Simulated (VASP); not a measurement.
Consider the following.

```
CdF2
1.0
    0.00000     2.74786     2.74786
    2.74786     0.00000     2.74786
    2.74786     2.74786     0.00000
Cd F
1 2
Direct
  0.00000   0.00000   0.00000
  0.25000   0.25000   0.25000
  0.75000   0.75000   0.75000
```

Level of theory: SCAN meta-GGA, VASP's PBE PAW potentials (set 64) (plane waves; VASP 6.6.1). Settings: 520 eV cut-off, 7×7×7 Γ-centred mesh, Gaussian smearing of 0.050 eV, potentials Cd F.

Task: Predict the energy per atom (σ→0), pressure.

Result: 
| Item | Value |
|---|---|
| energy per atom (σ→0) | -14.890 eV/atom |
| pressure | -6.06 GPa |

Only differences to runs with the same potentials and settings are physical.

The compound is CdF2 in the fluorite structure. This cell is one point of a volume scan, at 1.06 of the reference volume.
